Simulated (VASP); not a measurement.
Method: PBE GGA, VASP's PBE PAW potentials (set 64) (plane waves; VASP).

VASP input:

**INCAR**
```
PREC = Accurate
ISMEAR = 1
ISIF = 2   # forces and stress, cell fixed
GGA = PE   # PBE
ALGO = Normal   # blocked Davidson
NELM = 100
EDIFF = 1E-6   # SCF stop (eV)
LCHARG = .FALSE.
LREAL = .FALSE.   # projection in real space or not
ENCUT = 400
LWAVE = .FALSE.
LASPH = .TRUE.   # aspherical one-centre terms
LMAXMIX = 4
SYSTEM = Ga
SIGMA = 0.1   # width (eV)
```

File KPOINTS:
```
Automatic mesh
0
M
 5 5 4
```

**POSCAR**
```
Ga
1
    2.2770080000    -3.9246570000     0.0000000000
    2.2770080000     3.9246570000     0.0000000000
    0.0000000000     0.0000000000     4.5536810000
Ga
4
Direct
  0.1549000000   0.8451000000   0.9190000000
  0.3451000000   0.6549000000   0.4190000000
  0.6549000000   0.3451000000   0.5810000000
  0.8621550000   0.1719550000   0.0810000000
```

POTCAR, in this order: Ga_d (PBE.64 set). Program: vasp_std.

What VASP printed:

**OSZICAR**
```
       N       E                     dE             d eps       ncg     rms          rms(c)
DAV:   1     0.325760164760E+03    0.32576E+03   -0.22885E+04  3130   0.270E+03
DAV:   2     0.252309168621E+02   -0.30053E+03   -0.29562E+03  3219   0.506E+02
DAV:   3    -0.106396121193E+02   -0.35871E+02   -0.35576E+02  3534   0.141E+02
DAV:   4    -0.115896327856E+02   -0.95002E+00   -0.94854E+00  3419   0.277E+01
DAV:   5    -0.116113458119E+02   -0.21713E-01   -0.21709E-01  3747   0.409E+00    0.242E+00
DAV:   6    -0.115387504752E+02    0.72595E-01   -0.19988E-01  3632   0.618E+00    0.134E+00
DAV:   7    -0.115257652455E+02    0.12985E-01   -0.61214E-02  4157   0.273E+00    0.304E-01
DAV:   8    -0.115249823199E+02    0.78293E-03   -0.14791E-02  3387   0.146E+00    0.498E-02
DAV:   9    -0.115251334051E+02   -0.15109E-03   -0.10052E-03  3584   0.769E-01    0.258E-02
DAV:  10    -0.115251607352E+02   -0.27330E-04   -0.23715E-04  3640   0.478E-01    0.126E-02
DAV:  11    -0.115251743155E+02   -0.13580E-04   -0.10033E-04  4696   0.920E-02    0.446E-03
DAV:  12    -0.115251743017E+02    0.13833E-07   -0.64918E-06  3419   0.559E-02
   1 F= -.11525174E+02 E0= -.11524236E+02  d E =-.281502E-02
```

### OUTCAR
```
------------------------ aborting loop because EDIFF is reached ----------------------------------------
  FORCE on cell =-STRESS in cart. coord.  units (eV):
  Direction    XX          YY          ZZ          XY          YZ          ZX
  --------------------------------------------------------------------------------------
  Total       -0.7545395     -0.5419818      0.4948941     -0.0189086     -0.0360872      0.1748158
  in kB      -14.8536676    -10.6693118      9.7423564     -0.3722288     -0.7104035      3.4413791
  external PRESSURE =      -5.2602077 kB  Pullay stress =       0.0000000 kB
  volume of cell :       81.39
      direct lattice vectors                 reciprocal lattice vectors
     2.277008000 -3.924657000  0.000000000     0.219586405 -0.127399668  0.000000000
     2.277008000  3.924657000  0.000000000     0.219586405  0.127399668  0.000000000
     0.000000000  0.000000000  4.553681000     0.000000000  0.000000000  0.219602559
 POSITION                                       TOTAL-FORCE (eV/Angst)
 -----------------------------------------------------------------------------------
      2.27701      2.70880      4.18483         0.107521      0.014587     -0.015870
      2.27701      1.21586      1.90799         0.149328      0.007065      0.008727
      2.27701     -1.21586      2.64569        -0.072097     -0.011660      0.007219
      2.35468     -2.70880      0.36885        -0.184753     -0.009992     -0.000075
 -----------------------------------------------------------------------------------
    total drift:                               -0.000288     -0.000071      0.000076
  FREE ENERGIE OF THE ION-ELECTRON SYSTEM (eV)
  ---------------------------------------------------
  free  energy   TOTEN  =       -11.5251743017 eV

  energy  without entropy=      -11.5223592820  energy(sigma->0) =      -11.52423596
```
(Selected blocks of OUTCAR.)

The compound is Ga in the alpha structure. The cell was not relaxed at this level, atoms are displaced from their ideal sites. The k-mesh is coarse (spacing up to 0.34 per Å, 2π included), so the numbers may not be converged in it. The run is one of a series of settings (KPOINTS 5×5×4 Monkhorst-Pack mesh against the base run), some of them coarse on purpose.
